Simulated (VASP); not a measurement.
A convergence study with VASP on Re (hcp): one setting is varied, all else stays as given below, so the limit is that of these other settings. The cell's lengths are 1 % over those of the tabulated start and one atom is moved, so it is off equilibrium.

```yaml
crystal:
  lattice:
    - [1.39380, -2.41413, 0.00000]
    - [1.39380, 2.41413, 0.00000]
    - [0.00000, 0.00000, 4.50460]
  atoms:
    - { symbol: Re, position: [0.33333, 0.66667, 0.25000] }
    - { symbol: Re, position: [0.68841, 0.35507, 0.75000] }
```

Calculation: PBEsol GGA, VASP's PBE PAW potentials (set 64) (plane waves; VASP). The tightest run used: 1000 eV cut-off, 17×17×9 Γ-centred mesh, first-order Methfessel-Paxton smearing of 0.10 eV, potentials Re.

```json
[
 {"setting": "ENCUT = 150", "E (eV/atom)": "-10.7471", "pressure (GPa)": "-235.49", "largest force (eV/Å)": "0.092", "plane waves": "135"},
 {"setting": "ENCUT = 200", "E (eV/atom)": "-13.2957", "pressure (GPa)": "-30.04", "largest force (eV/Å)": "0.256", "plane waves": "214"},
 {"setting": "ENCUT = 250", "E (eV/atom)": "-13.3030", "pressure (GPa)": "-16.17", "largest force (eV/Å)": "0.270", "plane waves": "287"},
 {"setting": "ENCUT = 300", "E (eV/atom)": "-13.3214", "pressure (GPa)": "-16.49", "largest force (eV/Å)": "0.270", "plane waves": "373"},
 {"setting": "ENCUT = 350", "E (eV/atom)": "-13.3335", "pressure (GPa)": "-15.41", "largest force (eV/Å)": "0.275", "plane waves": "472"}
]
```

These are the cheaper rows. Estimate the results at ENCUT = 1000, and how far the last row shown lies from them.

```tsv
quantity	tightest run	last row shown is off by
E (eV/atom)	-13.3375	0.0040
pressure (GPa)	-14.58	-0.83
largest force (eV/Å)	0.276	-0.001
```

Left out are rungs that failed or repeat a setting and relaxations that didn't move; long series are thinned to 24 rows.

The compound is Re in the hcp structure. The cell was not relaxed at this level, it is distorted from the ideal structure.
